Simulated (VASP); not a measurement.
Consider the following.

```xyz
3
Lattice="1.8187 -3.1502 0.0000 1.8187 3.1502 0.0000 0.0000 0.0000 4.9540" Properties=species:S:1:pos:R:3 pbc="T T T"
Pt     0.0000     0.0000     0.0000
Se     1.8187     1.0501     1.2633
Se     1.8187    -1.0501     3.6907
```

Level of theory: PBE GGA, VASP's PBE PAW potentials (set 64) (plane waves; VASP). Settings: 300 eV cut-off, 8×8×5 Γ-centred mesh, Fermi-Dirac smearing of 0.020 eV, potentials Pt Se.

At this cut-off the stress carries a Pulay error, which pulls relaxed volumes low.

Problem. Which forces act on the atoms, in eV/Å?

Solution. 
| atom | Fx | Fy | Fz |
|---|---|---|---|
| Pt1 | 0.000 | 0.000 | 0.000 |
| Se2 | 0.000 | 0.000 | 1.228 |
| Se3 | 0.000 | 0.000 | -1.228 |

Problem. Give the stress tensor in GPa (positive for a compressed cell).

Solution. 
```
18.89   0.00   0.00
 0.00  18.89   0.00
 0.00   0.00  12.66
```
The pressure is its mean diagonal, 16.81 GPa.

The structure is a typed PtSe2 crystal. The cell was not relaxed at this level.
